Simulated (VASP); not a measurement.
Input of a VASP 6.6.1 run:

The input INCAR:

```
SYSTEM = BiClO
ALGO = Normal
EDIFF = 1E-6
EDIFFG = -0.005
ENCUT = 600
GGA = PS
IBRION = 2
ISIF = 3
ISMEAR = 0
LASPH = .True.
LCHARG = .False.
LREAL = .False.
LWAVE = .False.
NELM = 100
NSW = 100
PREC = Accurate
SIGMA = 0.02
```

Contents of KPOINTS:

```
k-points
0
Gamma
  6 6 4
  0 0 0
```

File POSCAR:

```
BiClO
1.0
    3.8933967000      0.0000000000      0.0000000000
    0.0000000000      3.8933967000      0.0000000000
    0.0000000000      0.0000000000      7.4931887500
Bi Cl O
2 2 2
Direct
    0.0000000000      0.5000000000      0.8323026700
    0.5000000000      0.0000000000      0.1676973300
    0.5000000000      0.0000000000      0.6535783700
    0.0000000000      0.5000000000      0.3464216300
    0.0000000000      0.0000000000      0.0000000000
    0.5000000000      0.5000000000      0.0000000000
```

Potentials or basis: VASP PAW PBE potentials, release 64 (Bi_d, Cl, O).

The run is started by

```sh
$ cat potpaw_PBE.64/Bi_d/POTCAR potpaw_PBE.64/Cl/POTCAR potpaw_PBE.64/O/POTCAR > POTCAR
$ mpirun -np 1 vasp_std > vasp.out
```

(1) Estimate the relaxed cell.

(2) What does it give for the relaxed volume?

Answers

(1) a = 3.881 Å, b = 3.881 Å, c = 7.343 Å, α = 90.00°, β = 90.00°, γ = 90.00°.

(2) 18.43 Å³/atom.

Caveat: the PAW data sets were made with another functional, which shifts forces and pressure a little.
